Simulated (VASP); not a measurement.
Method: PW91 GGA, VASP's PBE PAW potentials (set 64) (plane waves; VASP 6.6.1).

VASP ran on this input.

File POSCAR:
```
Ge
1.0
  0.0000000000   2.8790656907   2.8790656907
  2.8790656907   0.0000000000   2.8790656907
  2.8790656907   2.8790656907   0.0000000000
Ge
2
Direct
  0.0000000000   0.0000000000   1.0000000000
  0.2500000000   0.2500000000   0.2500000000
```

**KPOINTS**
```
Automatic
0
G
 12 12 12
```

**INCAR**
```
SYSTEM = Ge
PREC = Accurate; ENCUT = 520; LREAL = F
LASPH = T
EDIFF = 1E-7; NELM = 100; ALGO = Normal
LMAXMIX = 4
ISMEAR = -5
GGA = 91
ISIF = 2
LWAVE = F; LCHARG = T; LORBIT = 11
NEDOS = 601
```

POTCAR, in this order: Ge_d (PBE.64 set). Program: vasp_std.

Output of the run:

File OSZICAR:
```
       N       E                     dE             d eps       ncg     rms          rms(c)
DAV:   1     0.162999876148E+03    0.16300E+03   -0.15488E+04  2644   0.414E+03
DAV:   2     0.118358013467E+02   -0.15116E+03   -0.14918E+03  2608   0.539E+02
DAV:   3    -0.851285193560E+01   -0.20349E+02   -0.20206E+02  2856   0.148E+02
DAV:   4    -0.916233651629E+01   -0.64948E+00   -0.64826E+00  3000   0.302E+01
DAV:   5    -0.917307210930E+01   -0.10736E-01   -0.10735E-01  2976   0.404E+00    0.296E+00
DAV:   6    -0.911363775851E+01    0.59434E-01   -0.25247E-02  2866   0.194E+00    0.176E+00
DAV:   7    -0.908076465829E+01    0.32873E-01   -0.57020E-02  2716   0.245E+00    0.154E-01
DAV:   8    -0.908217542746E+01   -0.14108E-02   -0.64711E-03  2898   0.129E+00    0.428E-02
DAV:   9    -0.908225042114E+01   -0.74994E-04   -0.30558E-04  3206   0.334E-01    0.193E-02
DAV:  10    -0.908227684490E+01   -0.26424E-04   -0.56875E-05  3322   0.753E-02    0.541E-03
DAV:  11    -0.908227842739E+01   -0.15825E-05   -0.53407E-06  3382   0.439E-02    0.136E-03
DAV:  12    -0.908227837707E+01    0.50319E-07   -0.51497E-07  2944   0.139E-02
   1 F= -.90822784E+01 E0= -.90822784E+01  d E =0.000000E+00
```

### OUTCAR
```
------------------------ aborting loop because EDIFF is reached ----------------------------------------
  FORCE on cell =-STRESS in cart. coord.  units (eV):
  Direction    XX          YY          ZZ          XY          YZ          ZX
  --------------------------------------------------------------------------------------
  Total        0.0023214      0.0023214      0.0023214      0.0000000      0.0000000      0.0000000
  in kB        0.0779245      0.0779245      0.0779245      0.0000000      0.0000000      0.0000000
  external PRESSURE =       0.0779245 kB  Pullay stress =       0.0000000 kB
  volume of cell :       47.73
      direct lattice vectors                 reciprocal lattice vectors
     0.000000000  2.879065691  2.879065691    -0.173667451  0.173667451  0.173667451
     2.879065691  0.000000000  2.879065691     0.173667451 -0.173667451  0.173667451
     2.879065691  2.879065691  0.000000000     0.173667451  0.173667451 -0.173667451
 POSITION                                       TOTAL-FORCE (eV/Angst)
 -----------------------------------------------------------------------------------
      0.00000      0.00000      0.00000        -0.000000     -0.000000     -0.000000
      1.43953      1.43953      1.43953         0.000000      0.000000      0.000000
 -----------------------------------------------------------------------------------
    total drift:                                0.000000      0.000000      0.000000
  FREE ENERGIE OF THE ION-ELECTRON SYSTEM (eV)
  ---------------------------------------------------
  free  energy   TOTEN  =        -9.0822783771 eV

  energy  without entropy=       -9.0822783771  energy(sigma->0) =       -9.08227838

 total charge

# of ion       s       p       d       tot
------------------------------------------
    1        1.135   1.211  10.016  12.362
    2        1.135   1.211  10.016  12.362
--------------------------------------------------
tot          2.271   2.421  20.033  24.725
```
(Selected blocks of OUTCAR.)

For a metal the tetrahedron method with Blöchl corrections gives inexact stress and forces.

The compound is Ge in the diamond structure. It was relaxed first, which changed the volume by +5 %.
